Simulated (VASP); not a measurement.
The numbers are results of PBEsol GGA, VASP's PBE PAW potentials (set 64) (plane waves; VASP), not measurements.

VASP ran on this input.

### POSCAR
```
MgI2
1.0
  4.1313233368   0.0000000000   0.0000000000
 -2.0656616684   3.5778305410   0.0000000000
  0.0000000000   0.0000000000   7.0123789827
Mg I
1 2
Cart
  0.0000000000   0.0000000000   0.0000000000
 -0.0000020657   2.3852215533   1.6969957138
  2.0656637341   1.1926089877   5.3153832689
```

KPOINTS:
```
Automatic mesh
0
Gamma
8 8 5
0 0 0
```

### INCAR
```
ALGO = Fast
EDIFF = 1E-5
EDIFFG = -0.03
ENCUT = 400
GGA = PS
IBRION = 2
ISIF = 2
ISMEAR = 0
LASPH = T
LCHARG = F
LMAXMIX = 4
LREAL = F
LWAVE = F
NELM = 100
NELMIN = 4
NSW = 20
PREC = Normal
SIGMA = 0.05
SYSTEM = MgI2
```

POTCAR, in this order: Mg I (PBE.64 set). Program: vasp_std.

Without a dispersion term in the relaxation, distances and binding between the weakly bound layers, chains or molecules are unreliable, and so is what depends on them.

Q: Estimate the energy per atom (σ→0).

A: 
```yaml
energy per atom (σ→0): -2.808 eV/atom
```

**OSZICAR**
```
...
   2 F= -.84207056E+01 E0= -.84207056E+01  d E =-.188666E-02
       N       E                     dE             d eps       ncg     rms          rms(c)
DAV:   1    -0.842091557254E+01   -0.21324E-03   -0.66351E-01   996   0.482E+00    0.367E-01
RMM:   2    -0.842305190833E+01   -0.21363E-02   -0.24670E-02   960   0.113E+00    0.743E-02
RMM:   3    -0.842322555131E+01   -0.17364E-03   -0.22563E-03   960   0.453E-01    0.908E-02
RMM:   4    -0.842323653363E+01   -0.10982E-04   -0.46711E-04   964   0.211E-01    0.403E-02
RMM:   5    -0.842324484034E+01   -0.83067E-05   -0.85538E-05   914   0.965E-02
   3 F= -.84232448E+01 E0= -.84232448E+01  d E =-.442590E-02
```

The compound is MgI2 in the 1T layered structure. This run relaxes the ions in a fixed cell. Symmetry was kept, so distortions that lower it aren't found.
